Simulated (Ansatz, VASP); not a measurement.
# Ga2O3: VASP beside Ansatz

Aim: how closely do two programs agree when they are given the same cell, functional and k mesh? The cell is taken from a series of runs on this material, whose earlier steps may have relaxed, scaled, displaced or heated it; both programs get it as it stands.

Calculated with Ansatz 0.2.0; plane waves, with VASP 6.6.1 beside it; single point at HSE06 with D3(BJ).

**1. The structure**

The structure is monoclinic, space group C2/m (No. 12). Conventional cell: a = 12.049 Å, b = 2.996 Å, c = 5.720 Å, α = 90.00°, β = 103.83°, γ = 90.00°. Nearest to Ga lie 4 O at 1.81 to 1.84 Å. Nearest to Ga lie 6 O at 1.91 to 2.04 Å. O has 3 Ga at 1.81 to 1.92 Å nearest. O has 4 Ga at 1.84 to 2.04 Å nearest. Nearest to O lie 3 Ga at 1.82 to 1.91 Å. Farther neighbours and most contacts between anions are not listed.

**2. Ansatz: single point, HSE06 with D3(BJ)**

Ansatz runs on PAW files that the input asks for by source.

With cell and atoms fixed, the geometry can't cause a difference; cores, projectors, grids and the points listed under the comparison can.

input.yaml reads:

```yaml
crystal:
  lattice:
    - [6.0244628552, -1.4980265382, 0.0]
    - [6.0244628552, 1.4980265382, 0.0]
    - [-1.367257024, 0.0, 5.5539182133]
  atoms:
    - { symbol: Ga, position: [0.0916087805, 0.0916087805, 0.7955535799] }
    - { symbol: Ga, position: [0.9083912195, 0.9083912195, 0.2044464201] }
    - { symbol: Ga, position: [0.659545222, 0.659545222, 0.3135062273] }
    - { symbol: Ga, position: [0.340454778, 0.340454778, 0.6864937727] }
    - { symbol: O, position: [0.169493267, 0.169493267, 0.1087181519] }
    - { symbol: O, position: [0.830506733, 0.830506733, 0.8912818481] }
    - { symbol: O, position: [0.1719148204, 0.1719148204, 0.5596242264] }
    - { symbol: O, position: [0.8280851796, 0.8280851796, 0.4403757736] }
    - { symbol: O, position: [0.4968377683, 0.4968377683, 0.2531360266] }
    - { symbol: O, position: [0.5031622317, 0.5031622317, 0.7468639734] }
kpoints:
  mp_grid: { grid: [4, 4, 2] }
hamiltonian:
  xc: hse06
  pseudopotentials: { kind: paw, source: ansatz }
  dispersion: d3bj
scf:
  occupations: { method: fixed }
  n_extra_bands: 7
  lower_state_search: "off"
  convergence: { dr2_threshold: 1.0e-09 }
output:
  eigenvalues: true
```

Launch:

```
$ ansatz run input.yaml --threads 16 --pin off --max-ram 73728MiB --backend cpu --events-out ev --progress --plain --runs-dir out
```

Numbers of over 12 decimals in the logs are rounded to 6 here.

What it wrote:

```text
basis.fft_grid_basis auto: the FFT boxes are laid along the combinations [[1, -1, 0], [0, 1, 0], [0, 0, 1]] of the cell's own vectors, 2.996, 6.208 and 5.720 Å long. The dense box has 36×75×72 points. Along the cell's own vectors, as sized, it would have 75×75×72, 2.08 times as many. Of the 4 symmetry operations that the crystal satisfies within crystal.symmetry.tolerance (time reversal apart; of a slab, those that k [...]
scf.n_extra_bands = 7 over 60 filled bands (N_el = 120.0): the run solves 67 bands
Engine: ansatz 0.2.0, aarch64-unknown-linux-gnu
Pseudopotentials: kind: paw
Pseudopotential: Ga, paw, valence charge 21, recommended cutoff 1020 eV (normal), Ga.paw.azcp
Pseudopotential: O, paw, valence charge 6, recommended cutoff 930 eV (normal), O.paw.azcp
Functional definition: HSE06
  parameter a = 0.25
  parameter omega = 0.11/bohr
  exchange = pbe_x - a*pbe_x_sr(omega) + a*exact_x_sr(omega)
  correlation = pbe_c
davidson cushion auto → on  (no smearing: the cushion is to keep the highest requested band from converging to the state above it; pin scf.eigensolver.cushion to override)
Crystal: 10 atoms, lattice volume = 100.246 Å³
Basis set: ecut = 1020 eV, 7399 PW (Γ), FFT grids on a1−a2, a2, a3
Bands: 67, of which v1, the nominal top of the filled ones, is band 60 counted from 1 (59 counted from 0)
Symmetry: 4 space group operations
Space group: C2/m (ITA 12), of the structure as read, at distance tolerance 4.6e-5 Å
k-points: 14 of 32
Non-local potential: Ga, projectors of the file, l = 0: 3, l = 1: 3, l = 2: 3, l = 3: 2
Non-local potential: O, projectors of the file, l = 0: 2, l = 1: 2, l = 2: 1
PAW form: soft (Blöchl's): semilocal exchange-correlation on the pseudo side does not see the compensation charge
PAW frozen core: Ga, regenerated for the run's functional, and the local potential with it (the file was generated under x = pbe(κ = 0.804, μ = 0.219515), c = pbe(β = 0.066725))
PAW frozen core: O, regenerated for the run's functional, and the local potential with it (the file was generated under x = pbe(κ = 0.804, μ = 0.219515), c = pbe(β = 0.066725))
PAW one-centre angular grid: Ga, 590 points (default); XC on 64 Gauss nodes
PAW one-centre angular grid: O, 110 points (default); XC on 64 Gauss nodes
Initial density: superposition of atomic densities (chi_scale 0.1, normalization cell, long waves kept (reshape's long-wave potential 0.04 eV rms))
Initial wavefunctions: pseudopotential atomic-orbital guess
Functional: x = pbe(κ = 0.804, μ = 0.219515), c = pbe(β = 0.066725), warm-up for x = pbe(κ = 0.804, μ = 0.219515) + 0.25 (exact − pbe) at short range (hse, ω = 0.207870 Å⁻¹), c = pbe(β = 0.066725); HSE06 as pw.x's `hse` composes it (authors' and Libxc's form: `xc: wpbeh`)
SCF iter   1: F=—  HF=-37068.432123 eV  |F-HF|=—  |Δ(HF+E_count)|=         —  Δρ=1.54e-1  dr2=1.02e1  ethr=1.00e-1  ⟨swp⟩=4.0  Hψ=2599  notcnv=0
preconditioner: auto → none  [insulator: Δε(μ)=2.814 eV  Ē_g=18.482 eV  n_scr=42 (ndim 8)  ℏωp=34.8 eV  f_vac=0.000]
SCF iter   2: F=—  HF=-37066.311516 eV  |F-HF|=—  |Δ(HF+E_count)|=    2.12e0  Δρ=7.62e-2  dr2=1.14e0  ethr=8.48e-3  ⟨swp⟩=4.0  Hψ=3036  notcnv=0
SCF iter   3: F=—  HF=-37065.954430 eV  |F-HF|=—  |Δ(HF+E_count)|=   3.57e-1  Δρ=2.44e-2  dr2=1.90e-1  ethr=9.54e-4  ⟨swp⟩=4.0  Hψ=2581  notcnv=0
SCF iter   4: F=—  HF=-37065.991095 eV  |F-HF|=—  |Δ(HF+E_count)|=   3.67e-2  Δρ=1.28e-2  dr2=1.53e-1  ethr=1.59e-4  ⟨swp⟩=3.0  Hψ=2427  notcnv=0
iter 5 solved again at ethr=1.83e-6 eV; its pass at ethr=1.27e-4 eV (dr2=2.20e-3 eV) is discarded
SCF iter   5: F=—  HF=-37065.954610 eV  |F-HF|=—  |Δ(HF+E_count)|=   3.65e-2  Δρ=1.61e-3  dr2=2.28e-3  ethr=1.83e-6  ⟨swp⟩=3.2  Hψ=4536  notcnv=0
SCF iter   6: F=-37065.953953 eV  HF=-37065.954047 eV  |F-HF|=9.44e-5  |Δ(HF+E_count)|=   5.62e-4  Δρ=8.75e-4  dr2=3.69e-4  ethr=1.83e-6  ⟨swp⟩=3.0  Hψ=2320  notcnv=0
SCF 1 stopped early in 6 iterations: F = -37065.953953 eV  dr2 = 3.69e-4
  greatest PAW one-centre occupation: 0.995 electrons in one spin orbital (limit 2), on the Ga atom at site 1 (counted from 0), in its partial waves of l = 0
Initial density: handed on by an earlier stage of this run
Initial wavefunctions: those handed on with the density
Functional: x = pbe(κ = 0.804, μ = 0.219515) + 0.25 (exact − pbe) at short range (hse, ω = 0.207870 Å⁻¹), c = pbe(β = 0.066725); HSE06 as pw.x's `hse` composes it (authors' and Libxc's form: `xc: wpbeh`)
Exchange kernel: α = 0.2500, screened, ω = 0.2079 Å⁻¹, Wigner–Seitz truncation, v(0) = 994.7983 eV·Å³, q-mesh 4×4×2, nearest image of the exchange supercell L = 11.44 Å, pair-density grid 32×64×60, without the augmentation charges, whose exchange is taken in its separable form by FFT convolution over the k-point mesh (the finest that the files' search goes to), smooth part of the exact exchange by density-matrix convolution
Frozen-core exchange: fock
SCF iter   1: F=—  HF=-37067.676824 eV  |F-HF|=—  |Δ(HF+E_count)|=         —  Δρ=2.29e-2  dr2=2.09e-1  ethr=3.07e-6  ⟨swp⟩=6.9  Hψ=4766  notcnv=0
preconditioner: auto → none  [insulator: Δε(μ)=4.569 eV  Ē_g=20.380 eV  n_scr=42 (ndim 8)  ℏωp=34.8 eV  f_vac=0.047]
SCF iter   2: F=—  HF=-37067.617224 eV  |F-HF|=—  |Δ(HF+E_count)|=   5.96e-2  Δρ=5.16e-3  dr2=1.39e-2  ethr=3.07e-6  ⟨swp⟩=4.0  Hψ=3728  notcnv=0
SCF iter   3: F=—  HF=-37067.664446 eV  |F-HF|=—  |Δ(HF+E_count)|=   4.72e-2  Δρ=3.56e-3  dr2=8.05e-3  ethr=3.07e-6  ⟨swp⟩=4.0  Hψ=3278  notcnv=0
[...]
SCF iter   5: F=—  HF=-37067.662171 eV  |F-HF|=—  |Δ(HF+E_count)|=   5.19e-4  Δρ=2.40e-4  dr2=9.14e-5  ethr=1.51e-6  ⟨swp⟩=3.0  Hψ=2260  notcnv=0
SCF iter   6: F=-37067.662653 eV  HF=-37067.662691 eV  |F-HF|=3.81e-5  |Δ(HF+E_count)|=   5.20e-4  Δρ=2.47e-4  dr2=4.83e-5  ethr=3.26e-8  ⟨swp⟩=4.4  Hψ=3533  notcnv=0
SCF 2 stopped early in 6 iterations: F = -37067.662653 eV  dr2 = 4.83e-5
hybrid outer 1: dexx = +5.281e-2 eV, tail = 1.68e-4 eV
Exchange kernel: α = 0.2500, screened, ω = 0.2079 Å⁻¹, Wigner–Seitz truncation, v(0) = 994.7983 eV·Å³, q-mesh 4×4×2, nearest image of the exchange supercell L = 11.44 Å, pair-density grid 32×64×60, without the augmentation charges, whose exchange is taken in its separable form by FFT convolution over the k-point mesh (the finest that the files' search goes to), smooth part of the exact exchange by density-matrix convolution
Frozen-core exchange: fock
SCF iter   1: F=—  HF=-37067.661553 eV  |F-HF|=—  |Δ(HF+E_count)|=         —  Δρ=1.62e-4  dr2=1.65e-5  ethr=7.00e-7  ⟨swp⟩=2.9  Hψ=2088  notcnv=0
preconditioner: auto → none  [insulator: Δε(μ)=4.617 eV  Ē_g=20.273 eV  n_scr=42 (ndim 8)  ℏωp=34.8 eV  f_vac=0.056]
iter 2 solved again at ethr=2.80e-10 eV; its pass at ethr=1.12e-8 eV (dr2=3.36e-7 eV) is discarded
SCF iter   2: F=—  HF=-37067.661551 eV  |F-HF|=—  |Δ(HF+E_count)|=   1.46e-6  Δρ=3.13e-5  dr2=8.43e-7  ethr=2.80e-10  ⟨swp⟩=2.3  Hψ=5188  notcnv=0
SCF iter   3: F=—  HF=-37067.661554 eV  |F-HF|=—  |Δ(HF+E_count)|=   3.00e-6  Δρ=3.58e-5  dr2=8.21e-7  ethr=2.80e-10  ⟨swp⟩=4.9  Hψ=2607  notcnv=0  defer=3
SCF iter   4: F=—  HF=-37067.661554 eV  |F-HF|=—  |Δ(HF+E_count)|=   2.29e-7  Δρ=8.11e-6  dr2=2.76e-8  ethr=2.80e-10  ⟨swp⟩=3.0  Hψ=2480  notcnv=0
SCF iter   5: F=—  HF=-37067.661554 eV  |F-HF|=—  |Δ(HF+E_count)|=   5.49e-8  Δρ=4.60e-6  dr2=1.13e-8  ethr=1.86e-11  ⟨swp⟩=5.1  Hψ=2964  notcnv=0  defer=3
SCF iter   6: F=—  HF=-37067.661554 eV  |F-HF|=—  |Δ(HF+E_count)|=   2.18e-9  Δρ=1.16e-6  dr2=1.21e-9  ethr=9.15e-12  ⟨swp⟩=3.1  Hψ=2424  notcnv=0
SCF iter   7: F=-37067.661554 eV  HF=-37067.661554 eV  |F-HF|=1.53e-10  |Δ(HF+E_count)|=   5.94e-9  Δρ=6.26e-7  dr2=2.04e-10  ethr=5.18e-12 (applied; sched 1.00e-12)  ⟨swp⟩=7.1  Hψ=2244  notcnv=0
SCF 3 converged in 7 iterations: F = -37067.661554 eV  dr2 = 2.04e-10
hybrid outer 2: dexx = +2.237e-6 eV, tail = 1.06e-8 eV, Δε = 6.50e-3 eV (about 8.42e-5 eV left of the loop's levels)
the search or the solves at the SCF's close seem to have found levels that the self-consistency loop had missed (the run counts 1). By its estimate they hold under 1e-12 electrons; where the run keeps them, the occupations were computed again with them
hybrid SCF converged: 2 outer / 13 inner (+6 warm-up), last move |dexx| = 2.24e-6 eV, tail = 1.06e-8 eV
Stability not checked: this state was not tested for a lower state beside it, because the functional holds exact exchange (a hybrid, or Hartree-Fock), whose exchange loop this test does not read (fock_operator; see scf.lower_state_search)
Free energy (F): -37067.661553 eV
Frozen-core exchange: fock
Harris-Foulkes:  -37067.661553 eV  (|F-HF|=1.53e-10)
Internal energy: -37067.661553 eV  (E = F + TS)
E sigma→0 (E₀):  -37067.661553 eV
Fermi energy:    8.780268 eV
--- Per-component energies (eV) ---
  E_band       = -3358.167906
  E_kinetic    = 4636.091819
  E_local      = -36908.481984  (includes V_loc(G=0)·N_el)
  E_nonlocal   = 7672.024751
  E_hartree    = 13739.549152
  E_xc         = -941.987289
  E_vxc        = -1205.751829  (∫ρ·V_xc dr)
  E_exx        = -656.956550  (= α·E_x^exact, valence–valence)
  E_paw        = -8754.454355  (= ΣΔE_a)
  E_vpaw       = -3717.235337  (= ΣTr[D̂ρ^β])
  E_aug_tail   = 0.000483  (compensation charges beyond the density's cutoff)
  E_ewald      = -15849.988898
  E_disp       = -2.391301  (pairwise vdW)
  E_core_change = -1.067380  (= ΣΔE_core)
  E_smearing   = -0.000000  (= −TS)
  E_closure    = -0.000000  (closes the sum)
  Σ components = -37067.661553   (vs F -37067.661553, Δ=7.28e-12)
--- Band table (eV; the first three rows and the last of 14) ---
  k-point 0: bands = [... 56 lower, 8.1830, 8.2816, 8.5432, 8.7803, 13.3983, 16.8131, 17.6907, 18.0742, ... 3 higher]
  k-point 1: bands = [... 56 lower, 7.9635, 8.1928, 8.4436, 8.4768, 15.8746, 15.9156, 18.0905, 18.4422, ... 3 higher]
  k-point 2: bands = [... 56 lower, 7.7316, 7.9376, 8.2232, 8.7223, 15.8194, 17.4158, 18.3755, 19.3341, ... 3 higher]
  k-point 13: bands = [... 56 lower, 8.1520, 8.2301, 8.3193, 8.7717, 16.3479, 16.3628, 17.4867, 17.8007, ... 3 higher]
```

The column dr2 measures how far the density is from self-consistency, as an energy; F and HF (Harris–Foulkes) agree once it is small.

[end of part 1 of 2]

[Lines on the potential files, build, host, timing and source positions are cut from VASP's logs without a mark.]

[Logs are printed without paths, hosts, clocks, repeated set-up lines and the standing remarks that a program may print on its own settings, such as how far it seeks lower states.]

[Hosts, paths, dates, database ids (printed as entryN), source tags and the programs' standing remarks are cut or masked in the printed files.]
